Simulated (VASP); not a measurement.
Level of theory: SCAN meta-GGA, VASP's PBE PAW potentials (set 64) (plane waves; VASP 6.6.1).

The input files of a VASP run:

INCAR:
```
ALGO  =  Normal
EDIFF  =  1E-6
EDIFFG  =  -0.01
ENCUT  =  520
IBRION  =  2
ISIF  =  3
ISMEAR  =  1
LASPH  =  T
LCHARG  =  F
LMAXMIX  =  4
LMIXTAU  =  T
LREAL  =  F
LWAVE  =  F
METAGGA  =  SCAN
NELM  =  100
NSW  =  60
PREC  =  Accurate
SIGMA  =  0.1
SYSTEM  =  InAs
```

KPOINTS:
```
K-points
0
Gamma
9 9 9
```

POSCAR:
```
InAs
1
    0.0000000000     3.0456084372     3.0456084372
    3.0456084372    -0.0000000000     3.0456084372
    3.0456084372     3.0456084372     0.0000000000
In As
1 1
Direct
  0.0000000000   0.0000000000   0.0000000000
  0.2500000000   0.2500000000   0.2500000000
```

POTCAR, in this order: In_d As (PBE.64 set). Program: vasp_std.

**Question.** What will the output report for the number of irreducible k-points (NKPTS), largest plane-wave count, number of space-group operations, FFT grid (NGX, NGY, NGZ)?

**Answer.** 
```json
{
 "number of irreducible k-points (NKPTS)": "35",
 "largest_plane_wave_count": "1544",
 "number_of_space_group_operations": "24",
 "FFT grid (NGX, NGY, NGZ)": "32 × 32 × 32"
}
```

The compound is InAs in the zinc blende structure. It was relaxed first. The start is the result of an earlier pass.
